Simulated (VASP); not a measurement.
VASP input:

**INCAR**
```
# general
SYSTEM   =  Ir
PREC     =  Accurate
ENCUT    =  520
LREAL    =  .False.   # projection in real space or not
LASPH    =  .True.   # aspherical one-centre terms

# electronic loop
EDIFF    =  1E-7
NELM     =  100   # most electronic steps
ALGO     =  Normal   # blocked Davidson
LMAXMIX  =  6   # l cut-off of mixed one-centre charges

# smearing
ISMEAR   =  1   # Methfessel-Paxton
SIGMA    =  0.1   # width (eV)

# functional
GGA      =  RP   # RPBE

# ions
ISIF     =  2   # forces and stress, cell fixed

# output
LWAVE    =  .False.
LCHARG   =  .False.
```

POSCAR:
```
Ir
2.7215130
  0.0000000000   0.7071068969   0.7071068969
  0.7071068969   0.0000000000   0.7071068969
  0.7071068969   0.7071068969   0.0000000000
Ir
1
Direct
  0.0000000000   0.0000000000   0.0000000000
```

### KPOINTS
```
Automatic mesh
0
Gamma
16 16 16
0 0 0
```

POTCAR, in this order: Ir (PBE.64 set). Program: vasp_std.

Q: Translate this RPBE calculation to Quantum ESPRESSO's pw.x.

A: One equivalent input (not run):
```
&CONTROL
  calculation = 'scf'
  pseudo_dir = './pseudo'
  outdir = './out'
  tprnfor = .true.
  tstress = .true.
/
&SYSTEM
  ibrav = 0
  nat = 1
  ntyp = 1
  ecutwfc = 68
  occupations = 'smearing'
  smearing = 'methfessel-paxton'
  degauss = 0.00735
  input_dft = 'rpbe'
/
&ELECTRONS
  conv_thr = 7.3e-09
  electron_maxstep = 100
/
ATOMIC_SPECIES
  Ir 192.217 Ir.upf
CELL_PARAMETERS angstrom
     0.0000000    1.9244006    1.9244006
     1.9244006    0.0000000    1.9244006
     1.9244006    1.9244006    0.0000000
ATOMIC_POSITIONS crystal
  Ir   0.0000000  0.0000000  0.0000000
K_POINTS automatic
  16 16 16 0 0 0
```
The two are equivalent in intent, not identical: the potentials are each code's own (VASP's PAW set, PseudoDojo norm-conserving files in pw.x), so ENCUT and ecutwfc are chosen apart and not converted; conv_thr bounds pw.x's estimated SCF error, while EDIFF bounds the energy change between steps.

The compound is Ir in the fcc structure. This cell is one point of a volume scan, at 0.97 of the reference volume.
